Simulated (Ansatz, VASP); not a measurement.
# Cross-check of TiO2 (Rutile) between VASP and Ansatz, part 2 of 2

One calculation is typed for both programs; each brings its own data sets. How far apart do they land? Of the first pair: The cell is taken from a series of runs on this material, whose earlier steps may have relaxed, scaled, displaced or heated it; both programs get it as it stands.

VASP 6.6.1 and Ansatz 0.2.0.

So far: The starting structure; VASP: relaxation of cell and atoms, RPBE, pair 1; Ansatz: relaxation of cell and atoms, RPBE, pair 1.

### Step 4. Comparison

Known differences besides the potentials themselves: the cutoff is 420 eV in Ansatz and 600 eV in VASP; Ansatz makes its cores anew for this functional, VASP keeps those of its PBE data sets; Ansatz adds a Pulay correction to the stress that steers its cell, VASP none. Total energies have different zeros and are not compared.

Compared:

| quantity | Ansatz | VASP | difference |
| --- | --- | --- | --- |
| volume (Å³) | 65.47 | 65.56 | -0.13 % |
| edge a after relaxation, in the typed setting (Å) | 4.687 | 4.688 | -0.02 % |
| edge c after relaxation, in the typed setting (Å) | 2.980 | 2.983 | -0.10 % |

### Step 5. VASP: relaxation of cell and atoms, RPBE, pair 2

The relaxed volume is the usual yardstick between codes: in a stiff, nearly cubic crystal its relative difference is about their pressure difference at one cell divided by the bulk modulus. Its start cell is another than that of the pair before, and may be another structure of the material.

INCAR

```
SYSTEM = TiO2
PREC = Accurate
ENCUT = 600
EDIFF = 1E-07
NELM = 120
ISMEAR = 0
SIGMA = 0.1
LREAL = .FALSE.
ALGO = Normal
GGA = RP
NBANDS = 30
LASPH = .TRUE.
LORBIT = 11
LWAVE = .FALSE.
LCHARG = .FALSE.
ISIF = 3
IBRION = 2
NSW = 80
EDIFFG = -0.005
GGA_COMPAT = .FALSE.
NELMIN = 4
EFERMI = MIDGAP
KPAR = 2
```

POSCAR

```
TiO2
1.0
    4.6885905735      0.0000000000      0.0000000000
    0.0000000000      4.6885905735      0.0000000000
    0.0000000000      0.0000000000      2.9828198177
Ti O
2 4
Direct
    0.0000000000      0.0000000000      0.0000000000
    0.5000000000      0.5000000000      0.5000000000
    0.3057355970      0.3057355970      0.0000000000
    0.1942644030      0.8057355970      0.5000000000
    0.6942644030      0.6942644030      0.0000000000
    0.8057355970      0.1942644030      0.5000000000
```

KPOINTS

```
Automatic mesh
0
Gamma
4 4 6
0 0 0
```

The projector-augmented-wave data sets are Ti_sv and O (PBE family, release 64).

The run is started by

```
mpirun -np 2 vasp_std
```

Numbers of over 12 decimals in the logs are rounded to 6 here.

Output:

```text
[banner, memory and clock lines left out]
running    2 mpi-ranks, on    1 nodes
[...]
[... a notice as in an earlier step ...]

 LDA part: xc-table for (Slater+PW92), standard interpolation
 POSCAR, INCAR and KPOINTS ok, starting setup
[...]
entering main loop
       N       E                     dE             d eps       ncg     rms          rms(c)
DAV:   1     0.705109585628E+03    0.70511E+03   -0.26838E+04  1440   0.208E+03
DAV:   2     0.546802890696E+02   -0.65043E+03   -0.61827E+03  1524   0.579E+02
DAV:   3    -0.635705576840E+02   -0.11825E+03   -0.11543E+03  2148   0.215E+02
DAV:   4    -0.688265624005E+02   -0.52560E+01   -0.52485E+01  2058   0.475E+01
[...]
DAV:  15    -0.512226959663E+02    0.29534E-06   -0.17496E-06  1892   0.125E-02    0.171E-03
DAV:  16    -0.512226961085E+02   -0.14219E-06   -0.35687E-07  1344   0.645E-03    0.435E-04
DAV:  17    -0.512226960699E+02    0.38636E-07   -0.23644E-08   804   0.156E-03
   1 F= -.51222696E+02 E0= -.51222696E+02  d E =-.512227E+02
[...]
2 F= -.51222698E+02 E0= -.51222698E+02  d E =-.230773E-05
 trial-energy change:   -0.000002  1 .order   -0.000001   -0.000023    0.000020
 step:   0.5647(harm=  0.5287)  dis= 0.00007  next Energy=   -51.222703 (dE=-0.668E-05)
[...]
N       E                     dE             d eps       ncg     rms          rms(c)
DAV:   1    -0.512227318219E+02   -0.33458E-04   -0.10204E-03  1936   0.325E-01    0.467E-02
DAV:   2    -0.512227089665E+02    0.22855E-04   -0.98790E-05  1658   0.959E-02    0.194E-02
DAV:   3    -0.512227046236E+02    0.43429E-05   -0.40812E-05  1794   0.374E-02    0.818E-03
DAV:   4    -0.512227036731E+02    0.95056E-06   -0.83856E-06  2104   0.210E-02    0.416E-03
DAV:   5    -0.512227035002E+02    0.17285E-06   -0.58309E-07  1424   0.626E-03    0.231E-03
DAV:   6    -0.512227031078E+02    0.39239E-06   -0.79330E-07  1778   0.355E-03    0.145E-03
DAV:   7    -0.512227029956E+02    0.11223E-06   -0.37641E-08   738   0.134E-03    0.771E-04
DAV:   8    -0.512227028718E+02    0.12376E-06   -0.27108E-08   720   0.143E-03    0.120E-04
DAV:   9    -0.512227028607E+02    0.11134E-07   -0.10651E-08   720   0.813E-04
   3 F= -.51222703E+02 E0= -.51222703E+02  d E =-.679083E-05
[...]
reached required accuracy - stopping structural energy minimisation
```

From OUTCAR (step 5):

```text
  Total       -0.0017705     -0.0017705      0.0166932     -0.0000000      0.0000000      0.0000000
  in kB       -0.0432778     -0.0432778      0.4080400     -0.0000000      0.0000000      0.0000000
  external PRESSURE =       0.1071614 kB  Pullay stress =       0.0000000 kB

 POSITION                                       TOTAL-FORCE (eV/Angst)
 -----------------------------------------------------------------------------------
      0.00000      0.00000      0.00000         0.000000      0.000000      0.000000
      2.34394      2.34394      1.49130         0.000000      0.000000      0.000000
      1.43333      1.43333      0.00000        -0.000088     -0.000088     -0.000000
      0.91061      3.77726      1.49130         0.000088     -0.000088     -0.000000
      3.25455      3.25455      0.00000         0.000088      0.000088      0.000000
      3.77726      0.91061      1.49130        -0.000088      0.000088      0.000000
 -----------------------------------------------------------------------------------
    total drift:                               -0.000000      0.000000     -0.000000

  FREE ENERGIE OF THE ION-ELECTRON SYSTEM (eV)
  ---------------------------------------------------
  free  energy   TOTEN  =       -51.2227028607 eV

  energy  without entropy=      -51.2227028607  energy(sigma->0) =      -51.22270286

[... 1 part as in an earlier step ...]

[... 3 further parts left out ...]
[key lines of the parts left out:]
E-fermi :   5.3642
```

### Step 6. Ansatz: relaxation of cell and atoms, RPBE, pair 2

Its own start cell and the same functional, mesh and smearing now go to Ansatz, which takes its cutoff from its data sets.

The two relaxations start from unlike cells of this crystal (the structure described is Ansatz's start), so only their ends are compared.

input.yaml

```yaml
crystal:
  lattice:
    - [4.5922, 0.0, 0.0]
    - [0.0, 4.5922, 0.0]
    - [0.0, 0.0, 2.9574]
  atoms:
    - { symbol: Ti, position: [0.0, 0.0, 0.0] }
    - { symbol: Ti, position: [0.5, 0.5, 0.5] }
    - { symbol: O, position: [0.30496, 0.30496, 0.0] }
    - { symbol: O, position: [0.19504, 0.80496, 0.5] }
    - { symbol: O, position: [0.69504, 0.69504, 0.0] }
    - { symbol: O, position: [0.80496, 0.19504, 0.5] }
kpoints:
  mp_grid: { grid: [4, 4, 6] }
hamiltonian:
  xc: rpbe
scf:
  occupations: { method: gaussian, width: 0.1 }
output:
  forces: true
  stress: true
  eigenvalues: true
relax:
  adjacent_minimum: "off"
  f_tol: 0.05
  max_steps: 80
  cell: { stress_tol: 0.5 }
```

The run is started by

```
ansatz run input.yaml --threads 8 --pin off --max-ram 14336MiB --backend cpu --events-out ev --progress --plain --runs-dir out
```

Output:

```text
[...]
Crystal: 6 atoms, lattice volume = 62.367 Å³
Basis set: ecut = 420 eV, 1217 PW (Γ), exchange–correlation on 64×64×40 points (8 copies of the dense FFT grid, shifted against one another)
Bands: 30, of which v1, the nominal top of the filled ones, is band 24 counted from 1 (23 counted from 0)
Symmetry: 16 space group operations
[...]
k-points: 24 of 96
[...]
cell:  # Å, volume = 65.4648 Å³
    - [4.686575, 0, 0.0]
    - [0, 4.686575, 0.0]
    - [0.0, 0.0, 2.980550]
  atoms:
    - { symbol: Ti, position: [0, 0, 0.0] }
    - { symbol: Ti, position: [0.500000, 0.500000, 0.500000] }
    - { symbol: O, position: [0.305917, 0.305917, 0.0] }
    - { symbol: O, position: [0.194083, 0.805917, 0.500000] }
    - { symbol: O, position: [0.694083, 0.694083, 0.0] }
    - { symbol: O, position: [0.805917, 0.194083, 0.500000] }
[key lines of the parts left out:]
SCF converged after 4 iterations
Free energy (F): -7292.870278 eV
Fermi energy:    9.472285 eV
P = ⅓ Tr σ = 0.0277 GPa (0.277 kbar)
```

### Step 7. Side by side

Both answers:

| quantity | Ansatz | VASP | difference |
| --- | --- | --- | --- |
| volume (Å³) | 65.46 | 65.55 | -0.12 % |
| edge a after relaxation, in the typed setting (Å) | 4.687 | 4.688 | -0.03 % |
| edge c after relaxation, in the typed setting (Å) | 2.981 | 2.983 | -0.07 % |

### Step 8. Ansatz: relaxation of cell and atoms, RPBE, pair 3

The relaxed volume is the usual yardstick between codes: in a stiff, nearly cubic crystal its relative difference is about their pressure difference at one cell divided by the bulk modulus. Its start cell is another than that of the pair before, and may be another structure of the material.

The cell is taken from a series of runs on this material, whose earlier steps may have relaxed, scaled, displaced or heated it; both programs get it as it stands.

input.yaml

```yaml
crystal:
  lattice:
    - [4.6874093345, 0.0, 0.0]
    - [0.0, 4.6874093345, 0.0]
    - [0.0, 0.0, 2.9798486576]
  atoms:
    - { symbol: Ti, position: [0.0, 0.0, 0.0] }
    - { symbol: Ti, position: [0.5, 0.5, 0.5] }
    - { symbol: O, position: [0.3058888807, 0.3058888807, 0.0] }
    - { symbol: O, position: [0.1941111193, 0.8058888807, 0.5] }
    - { symbol: O, position: [0.6941111193, 0.6941111193, 0.0] }
    - { symbol: O, position: [0.8058888807, 0.1941111193, 0.5] }
kpoints:
  mp_grid: { grid: [6, 6, 8] }
hamiltonian:
  xc: rpbe
scf:
  occupations: { method: fixed }
output:
  forces: true
  stress: true
  eigenvalues: true
relax:
  adjacent_minimum: "off"
  f_tol: 0.001
  max_steps: 60
  cell: { stress_tol: 0.01 }
```

Output:

```text
[...]
Crystal: 6 atoms, lattice volume = 65.473 Å³
Basis set: ecut = 420 eV, 1265 PW (Γ), exchange–correlation on 64×64×40 points (8 copies of the dense FFT grid, shifted against one another)
Bands: 30, of which v1, the nominal top of the filled ones, is band 24 counted from 1 (23 counted from 0)
Symmetry: 16 space group operations
[...]
k-points: 50 of 288
[...]
cell:  # Å, volume = 65.4783 Å³
    - [4.687564, 0, 0.0]
    - [0, 4.687564, 0.0]
    - [0.0, 0.0, 2.979908]
  atoms:
    - { symbol: Ti, position: [0, 0, 0.0] }
    - { symbol: Ti, position: [0.5, 0.5, 0.500000] }
    - { symbol: O, position: [0.305930, 0.305930, 0.0] }
    - { symbol: O, position: [0.194070, 0.805930, 0.500000] }
    - { symbol: O, position: [0.694070, 0.694070, 0.0] }
    - { symbol: O, position: [0.805930, 0.194070, 0.500000] }
[key lines of the parts left out:]
SCF converged after 8 iterations
Free energy (F): -7292.870956 eV
Fermi energy:    8.531967 eV
P = ⅓ Tr σ = 0.0043 GPa (0.043 kbar)
```

### Step 9. VASP: relaxation of cell and atoms, RPBE, pair 3

The same cell, functional and mesh now go to VASP, with its own data sets.

INCAR: that of step 5 with these lines changed.

```diff
@@ -6,3 +6,3 @@
 ISMEAR = 0
-SIGMA = 0.1
+SIGMA = 0.01
 LREAL = .FALSE.
```

POSCAR

```
TiO2
1.0
    4.6874090000      0.0000000000      0.0000000000
    0.0000000000      4.6874090000      0.0000000000
    0.0000000000      0.0000000000      2.9798490000
Ti O
2 4
Direct
    0.0000000000      0.0000000000      0.0000000000
    0.5000001067      0.5000001067      0.4999998322
    0.3058888183      0.3058888183      0.0000000000
    0.1941110750      0.8058889250      0.4999998322
    0.6941111817      0.6941111817      0.0000000000
    0.8058889250      0.1941110750      0.4999998322
```

KPOINTS

```
Automatic mesh
0
Gamma
6 6 8
0 0 0
```

The run is started by

```
mpirun -np 2 vasp_std
```

Output:

```text
[... set-up lines as in an earlier step ...]
 entering main loop
       N       E                     dE             d eps       ncg     rms          rms(c)
DAV:   1     0.711171829016E+03    0.71117E+03   -0.26924E+04  3000   0.207E+03
DAV:   2     0.559993909885E+02   -0.65517E+03   -0.62138E+03  3174   0.582E+02
DAV:   3    -0.635443390275E+02   -0.11954E+03   -0.11639E+03  4438   0.216E+02
DAV:   4    -0.687579735264E+02   -0.52136E+01   -0.52061E+01  4188   0.474E+01
[...]
DAV:  15    -0.512233107859E+02    0.17291E-06   -0.62966E-07  3752   0.535E-03    0.994E-04
DAV:  16    -0.512233110293E+02   -0.24335E-06   -0.15057E-07  1830   0.299E-03    0.121E-03
DAV:  17    -0.512233109883E+02    0.41039E-07   -0.66261E-08  1608   0.345E-03
   1 F= -.51223311E+02 E0= -.51223311E+02  d E =-.512233E+02
[...]
2 F= -.51223264E+02 E0= -.51223264E+02  d E =0.472475E-04
[...]
3 F= -.51223447E+02 E0= -.51223447E+02  d E =-.136459E-03
[...]
4 F= -.51223448E+02 E0= -.51223448E+02  d E =-.136568E-03
[...]
5 F= -.51223458E+02 E0= -.51223458E+02  d E =-.101393E-04
 trial-energy change:   -0.000010  1 .order   -0.000011   -0.000015   -0.000006
 step:   1.4513(harm=  1.4513)  dis= 0.00031  next Energy=   -51.223460 (dE=-0.125E-04)
 reached required accuracy - stopping structural energy minimisation
```

From OUTCAR (step 9):

```text
  Total       -0.0116632     -0.0116632      0.0008679     -0.0000000      0.0000000      0.0000000
  in kB       -0.2850391     -0.2850391      0.0212104     -0.0000000      0.0000000      0.0000000
  external PRESSURE =      -0.1829559 kB  Pullay stress =       0.0000000 kB

 POSITION                                       TOTAL-FORCE (eV/Angst)
 -----------------------------------------------------------------------------------
      0.00000     -0.00000      0.00000         0.000000      0.000000      0.000000
      2.34416      2.34416      1.49128         0.000000      0.000000      0.000000
      1.43356      1.43356      0.00000        -0.001289     -0.001289      0.000000
      0.91060      3.77773      1.49128         0.001289     -0.001289      0.000000
      3.25476      3.25476      0.00000         0.001289      0.001289      0.000000
      3.77773      0.91060      1.49128        -0.001289      0.001289      0.000000
 -----------------------------------------------------------------------------------
    total drift:                               -0.000966     -0.000966      0.001932

  FREE ENERGIE OF THE ION-ELECTRON SYSTEM (eV)
  ---------------------------------------------------
  free  energy   TOTEN  =       -51.2234576951 eV

  energy  without entropy=      -51.2234576951  energy(sigma->0) =      -51.22345770

[... 2 parts as in an earlier step ...]

[... 2 further parts left out ...]
[key lines of the parts left out:]
E-fermi :   5.3620
```

### Step 10. Differences

What differs besides the data sets and the points named for the pairs above, as far as they apply: fixed occupations in Ansatz, narrow Gaussian smearing in VASP. Total energies have different zeros and are not compared.

Compared:

| quantity | Ansatz | VASP | difference |
| --- | --- | --- | --- |
| volume (Å³) | 65.48 | 65.56 | -0.12 % |
| edge a after relaxation, in the typed setting (Å) | 4.688 | 4.688 | -0.01 % |
| edge c after relaxation, in the typed setting (Å) | 2.980 | 2.983 | -0.09 % |

### Step 11. Summary of results

```
difference in volume (relaxation of cell and atoms, RPBE, pair 1) : -0.13 %
difference in volume (relaxation of cell and atoms, RPBE, pair 2) : -0.12 %
difference in volume (relaxation of cell and atoms, RPBE, pair 3) : -0.12 %
```

In words: The difference in volume is -0.13 % (relaxation of cell and atoms, RPBE, pair 1), within the 1.2 % picked in this series as the mark of a large difference, as far as the stopping tolerances let one tell. Such differences can come from data sets, numerical settings and the points named under the comparisons, not from the functional's error against experiment.

[Lines on the potential files, build, host, timing and source positions are cut from VASP's logs without a mark.]

[Logs are printed without paths, hosts, clocks, repeated set-up lines and the standing remarks that a program may print on its own settings, such as how far it seeks lower states.]

[Hosts, paths, dates, database ids (printed as entryN), source tags and the programs' standing remarks are cut or masked in the printed files.]
